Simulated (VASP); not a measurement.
Data:

```
Ag
1.0
    0.00000     2.03098     2.03098
    2.03098     0.00000     2.03098
    2.03098     2.03098     0.00000
Ag
1
Direct
  0.00000   0.00000   0.00000
```

These are PW91 GGA, VASP's PBE PAW potentials (set 64) (plane waves; VASP) values and carry that method's errors. Run with 520 eV cut-off, 15×15×15 Γ-centred mesh, first-order Methfessel-Paxton smearing of 0.10 eV, potentials Ag.

Problem. What does the run give for the energy per atom (σ→0), pressure, band gap (on the k-mesh) with the smallest direct gap where there is one?

Solution. 
The band gap (on the k-mesh) is none (metal, semimetal or under 0.01 eV) and the energy per atom (σ→0) is -2.725 eV/atom. The pressure comes out as 6.77 GPa.

Total energies compare only between runs with the same potentials, cut-off and functional.

The compound is Ag in the fcc structure. This cell is one point of a volume scan, at 0.94 of the reference volume.
